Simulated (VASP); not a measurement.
## Ge: relaxation of cell and atoms with PBEsol

The system is Ge.

```
Ge
1.0
     0.00000    2.83594    2.83594
     2.83594    0.00000    2.83594
     2.83594    2.83594    0.00000
Ge
2
Direct
  0.00000 0.00000 0.00000
  0.25000 0.25000 0.25000
```

```yaml
Program: VASP 6.6.1
Task: relaxation of cell and atoms
Functional: PBEsol
Potentials_or_basis: VASP PAW PBE potentials, release 64 (Ge_d)
Cutoff: 520 eV
k_mesh: 10 × 10 × 10
Occupations: gaussian, width 0.02 eV
Spin: no spin polarisation
Further_INCAR_settings: ALGO = Fast; EDIFF = 1e-07; IBRION = 2; EDIFFG = -0.002; NSW = 80; ISIF = 3
```

```yaml
Relaxed_volume: 22.83 Å³/atom
Relaxed_cell: a = 4.012 Å, b = 4.012 Å, c = 4.012 Å, α = 60.00°, β = 60.00°, γ = 60.00°
Space_group_after_relaxing_to_0.05_Å: Fd-3m (No. 227)
Energy_gained_by_relaxing: 0.0 meV/atom
Ionic_steps: 5
Pressure_after_relaxing: 0.0 GPa
Band_gap_on_the_k_mesh: none (metal or under the smearing width)
```

Final structure:
```
Ge
1.0
     0.00000    2.83671    2.83671
     2.83671    0.00000    2.83671
     2.83671    2.83671    0.00000
Ge
2
Direct
  0.00000 0.00000 0.00000
  0.25000 0.25000 0.25000
```

Levels at points of the mesh, in eV from the Fermi level:
```
           k point  band 11  band 12  band 13  band 14  band 15  band 16  band 17  band 18
(0.00, 0.00, 0.00)   -12.74    -0.09    -0.01    -0.01    -0.01     2.52     2.52     2.52
(0.50, 0.00, 0.00)   -10.66    -7.59    -1.40    -1.40     0.09     3.70     3.70     6.95
(0.50, 0.50, 0.00)    -8.88    -8.88    -3.07    -3.07     0.67     0.67     9.42     9.42
```

Wall time 24 s on 4 MPI ranks on Intel(R) Xeon(R) Platinum 8488C (Sapphire Rapids), with other jobs on the host, peak memory 0.17 GiB a rank.

Caveat: the PAW data sets were made with another functional, which shifts forces and pressure a little; this crystal is a semiconductor, whose small gap the functional closes, so the metal is an error of the method.
